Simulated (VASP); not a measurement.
Calculation: PBE GGA, VASP's PBE PAW potentials (set 64) (plane waves; VASP).

VASP input:

File POSCAR:
```
ZnO
5.116220
  0.3119001919  -0.5402269644   0.0000000000
  0.3119001919   0.5402269644   0.0000000000
  0.0000000000   0.0000000000   1.0000000000
Zn O
2 2
Cart
  0.3119001919  -0.1800760150   0.5000000000
  0.3119001919   0.1800760150   0.0000000000
  0.3119001919  -0.1800760150   0.8820000000
  0.3119001919   0.1800760150   0.3820000000
```

**KPOINTS**
```
kpoints
0
G
11 11 6
0 0 0
```

INCAR:
```
ALGO = Normal
EDIFF = 1E-6
ENCUT = 400
GGA = PE
ISIF = 2
ISMEAR = -1
LASPH = .TRUE.
LCHARG = .FALSE.
LMAXMIX = 4
LREAL = .FALSE.
LWAVE = .FALSE.
NELM = 100
PREC = Accurate
SIGMA = 0.05
SYSTEM = ZnO
```

POTCAR, in this order: Zn O (PBE.64 set). Program: vasp_std.

The resulting files:

### OSZICAR
```
       N       E                     dE             d eps       ncg     rms          rms(c)
DAV:   1     0.259335320523E+03    0.25934E+03   -0.16358E+04  2824   0.206E+03
DAV:   2     0.454825746248E+01   -0.25479E+03   -0.24574E+03  3008   0.402E+02
DAV:   3    -0.204819422491E+02   -0.25030E+02   -0.24878E+02  3362   0.141E+02
DAV:   4    -0.208781149113E+02   -0.39617E+00   -0.39585E+00  3080   0.189E+01
DAV:   5    -0.208809920181E+02   -0.28771E-02   -0.28766E-02  3302   0.151E+00    0.164E+01
DAV:   6    -0.175520782860E+02    0.33289E+01   -0.10820E+01  4756   0.694E+01    0.103E+01
DAV:   7    -0.177291678953E+02   -0.17709E+00   -0.26133E+00  2830   0.184E+01    0.596E+00
DAV:   8    -0.177454594030E+02   -0.16292E-01   -0.68728E-01  4254   0.874E+00    0.171E+00
DAV:   9    -0.176898414737E+02    0.55618E-01   -0.16725E-01  4520   0.767E+00    0.296E-01
DAV:  10    -0.176932389786E+02   -0.33975E-02   -0.48474E-02  2858   0.166E+00    0.160E-01
DAV:  11    -0.176931232809E+02    0.11570E-03   -0.15833E-03  4140   0.718E-01    0.424E-02
DAV:  12    -0.176931818871E+02   -0.58606E-04   -0.24533E-04  3368   0.353E-01    0.288E-02
DAV:  13    -0.176931795979E+02    0.22892E-05   -0.30474E-05  3282   0.138E-01    0.125E-02
DAV:  14    -0.176931796563E+02   -0.58360E-07   -0.15291E-05  2986   0.321E-02    0.431E-03
DAV:  15    -0.176931790897E+02    0.56652E-06   -0.17663E-06  2014   0.189E-02
   1 F= -.17693179E+02 E0= -.17693178E+02  d E =-.133618E-05
```

**OUTCAR**
```
------------------------ aborting loop because EDIFF is reached ----------------------------------------
  FORCE on cell =-STRESS in cart. coord.  units (eV):
  Direction    XX          YY          ZZ          XY          YZ          ZX
  --------------------------------------------------------------------------------------
  Total        2.9660541      2.9660540      2.8922141      0.0000000      0.0000000      0.0000000
  in kB      105.2980005    105.2979947    102.6766038      0.0000000      0.0000000      0.0000000
  external PRESSURE =     104.4241996 kB  Pullay stress =       0.0000000 kB
  volume of cell :       45.13
      direct lattice vectors                 reciprocal lattice vectors
     1.595750000 -2.763920000  0.000000000     0.313332289 -0.180902486  0.000000000
     1.595750000  2.763920000  0.000000000     0.313332289  0.180902486  0.000000000
     0.000000000  0.000000000  5.116220000     0.000000000  0.000000000  0.195456802
  FREE ENERGIE OF THE ION-ELECTRON SYSTEM (eV)
  ---------------------------------------------------
  free  energy   TOTEN  =       -17.6931790897 eV

  energy  without entropy=      -17.6931777535  energy(sigma->0) =      -17.69317842
```
(Selected blocks of OUTCAR.)

At this cut-off the stress carries a Pulay error, which pulls relaxed volumes low.

The structure is a typed ZnO crystal (P6_3mc). The cell was not relaxed at this level.
